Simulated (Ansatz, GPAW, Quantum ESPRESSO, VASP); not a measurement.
**HfAu (P4/nmm, 4 atoms in the cell) computed with different codes at matched settings**

Self-consistent single point.

```xyz
4
Lattice="3.4839 0.0000 0.0000 0.0000 3.4839 0.0000 0.0000 0.0000 6.3205" Properties=species:S:1:pos:R:3 pbc="T T T"
Hf     0.0000     1.7419     5.3824
Hf     1.7419     0.0000     0.9381
Au     0.0000     1.7419     2.3476
Au     1.7419     0.0000     3.9729
```

Shared settings, as Ansatz (a first-principles code) writes them: kpoints.mp_grid.grid = 8 8 4; scf.occupations.method = gaussian; scf.occupations.width = 0.1 eV. Potentials and cutoffs stand in the table.

| code | model | pressure (GPa) | largest force (eV/Å) | cutoff |
|---|---|---|---|---|
| VASP | LDA (PZ), VASP's LDA PAW potentials (set 64) | -7.47 | 0.098 | 300 eV |
| Ansatz | LDA (PW92), PAW files made with PBE | -6.93 | 0.095 | default |
| Quantum ESPRESSO | LDA (PZ), GBRV 1.5 ultrasoft (LDA) pseudopotentials | -7.60 | 0.142 | 40 Ry |
| GPAW | LDA (Perdew-Wang 92), GPAW PAW datasets LDA (gpaw-data 1.0.1) | -6.11 | 0.057 | 600 eV |

Size of the force on each atom (eV/Å): Sizes of forces hide their directions.

```
code                Hf1    Hf2    Au3    Au4
----------------  -----  -----  -----  -----
VASP              0.098  0.098  0.007  0.007
Ansatz            0.095  0.095  0.025  0.025
Quantum ESPRESSO  0.142  0.142  0.015  0.015
GPAW              0.057  0.057  0.037  0.037
```

On Ansatz's run: spin-orbit coupling is off.

The spread over the programs that give each value: pressure within 1.49 GPa; largest force within 0.085 eV/Å.

Ansatz's pressure is given at a fixed set of plane waves, as the other plane-wave codes print theirs; with its correction for the finite basis it is -6.89 GPa. The same LDA comes in different parametrisations, which differ slightly. In the pressure, GPAW (by 1.09) lies more than 1 GPa from the median of the plane-wave programs.

VASP's run is marked for a possible Pulay error in its stress at this cutoff; no cutoff test was made.

The starting cell comes from a database of computed structures (which also holds hypothetical and non-ambient phases and stackings), without a prior relaxation at this level.

Left out of this page: CP2K, Elk, FLEUR and SIESTA (not drawn, or without a comparable value).

Keys are those of Ansatz 0.2.
